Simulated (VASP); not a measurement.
Input:

```yaml
crystal:
  lattice:
    - [3.74769, 0.00000, 0.00000]
    - [-1.87384, 3.24559, 0.00000]
    - [0.00000, 0.00000, 4.59194]
  atoms:
    - { symbol: B, position: [0.33333, 0.66667, 0.25000] }
    - { symbol: B, position: [0.66667, 0.33333, 0.75000] }
    - { symbol: Cr, position: [0.00000, 0.00000, 0.00000], spin: 3.0 }
    - { symbol: Cr, position: [0.00000, 0.00000, 0.50000], spin: 3.0 }
    - { symbol: Cr, position: [0.33333, 0.66667, 0.75000], spin: 3.0 }
    - { symbol: Cr, position: [0.66667, 0.33333, 0.25000], spin: 3.0 }
```

All values below come from PBE GGA, VASP's PBE PAW potentials (set 64) (plane waves; VASP). Numerical set-up: 400 eV cut-off, 4×4×3 Γ-centred mesh, Gaussian smearing of 0.050 eV, potentials B Cr_pv.

At this cut-off the stress carries a Pulay error, which pulls relaxed volumes low. The moments were started parallel, and other spin orders were not tried in this run.

### Question
Estimate the cell moment, energy per atom (σ→0), pressure, band gap (on the k-mesh) with the smallest direct gap where there is one.

### Answer

| Quantity | Value |
|---|---|
| band gap (on the k-mesh) | none (metal, semimetal or under 0.01 eV) |
| cell moment | 2.65 μB |
| energy per atom (σ→0) | -8.570 eV/atom |
| pressure | 9.28 GPa |

### Question
Give the moment on each site (PAW-sphere projection).

### Answer

```tsv
site	moment (μB)
B1	-0.03
B2	-0.03
Cr3	-0.10
Cr4	-0.10
Cr5	1.42
Cr6	1.42
```

The structure was generated: Cr2B was put into an ordered model structure (P6_3/mmc), which need not be its known phase. The cell was not relaxed at this level. The k-mesh is coarse (spacing up to 0.48 per Å, 2π included), so the numbers may not be converged in it.
